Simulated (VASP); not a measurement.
Consider the following.

```yaml
crystal:
  lattice:
    - [0.00000, 3.22064, 3.22064]
    - [3.22064, 0.00000, 3.22064]
    - [3.22064, 3.22064, 0.00000]
  atoms:
    - { symbol: Te, position: [0.50000, 0.50000, 0.50000] }
    - { symbol: Pb, position: [0.00000, 0.00000, 0.00000] }
```

Level of theory: PBEsol GGA, VASP's PBE PAW potentials (set 64) (plane waves; VASP 6.6.1). Settings: 530 eV cut-off, 7×7×7 Γ-centred mesh, Gaussian smearing of 0.050 eV, potentials Te Pb_d.

Task: Give the elastic stiffness tensor with the ions relaxed (GPa, in the frame of the cell).

Result: 
|  | xx | yy | zz | yz | xz | xy |
|---|---|---|---|---|---|---|
| xx | 128 | 4.0 | 4.0 | 0.0 | 0.0 | 0.0 |
| yy | 4.0 | 128 | 4.0 | 0.0 | 0.0 | 0.0 |
| zz | 4.0 | 4.0 | 128 | 0.0 | 0.0 | 0.0 |
| yz | 0.0 | 0.0 | 0.0 | 15.0 | 0.0 | 0.0 |
| xz | 0.0 | 0.0 | 0.0 | 0.0 | 15.0 | 0.0 |
| xy | 0.0 | 0.0 | 0.0 | 0.0 | 0.0 | 15.0 |

Task: What does the run give for the Hill bulk modulus, Hill shear modulus, Young's modulus, Poisson's ratio?

Result: 
```json
{
  "hill_bulk_modulus": "45.3 GPa",
  "hill_shear_modulus": "27.7 GPa",
  "Young's modulus": "69.0 GPa",
  "Poisson's ratio": "0.246"
}
```

Measured: C11 105 GPa (computed value off by +21.5 %), C12 7.0 GPa (computed value off by -43.4 %), C44 13.2 GPa (computed value off by +13.6 %), as given by Oses et al., (2018), arXiv:1811.08464. The calculation is for a static lattice, while the measured C11, C12, C44 hold thermal and zero-point effects, which are part of the difference.

The compound is PbTe in the rock salt structure. It was relaxed first.
